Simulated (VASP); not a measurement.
Computed with PBEsol GGA, VASP's PBE PAW potentials (set 64) (plane waves; VASP 6.6.1).

The input files of a VASP run:

### INCAR
```
ALGO=Normal
EDIFF=1E-7
ENCUT=400
GGA=PS
ISIF=2
ISMEAR=-5
LASPH=T
LCHARG=T
LORBIT=11
LREAL=F
LWAVE=F
NEDOS=601
NELM=100
PREC=Accurate
SYSTEM=K
```

### KPOINTS
```
Automatic mesh
0
Gamma
11 11 11
0 0 0
```

File POSCAR:
```
K
1
   -2.6061491412     2.6061491412     2.6061491412
    2.6061491412    -2.6061491412     2.6061491412
    2.6061491412     2.6061491412    -2.6061491412
K
1
Direct
  0.0000000000   0.0000000000   0.0000000000
```

POTCAR, in this order: K_sv (PBE.64 set). Program: vasp_std.

### Question
What will the output report for the number of irreducible k-points (NKPTS), number of bands (NBANDS), largest plane-wave count, number of space-group operations, FFT grid (NGX, NGY, NGZ)?

### Answer

| Item | Result |
|---|---|
| number of irreducible k-points (NKPTS) | 56 |
| number of bands (NBANDS) | 8 |
| largest plane-wave count | 1306 |
| number of space-group operations | 48 |
| FFT grid (NGX, NGY, NGZ) | 30 × 30 × 30 |

The compound is K in the bcc structure. It was relaxed first.
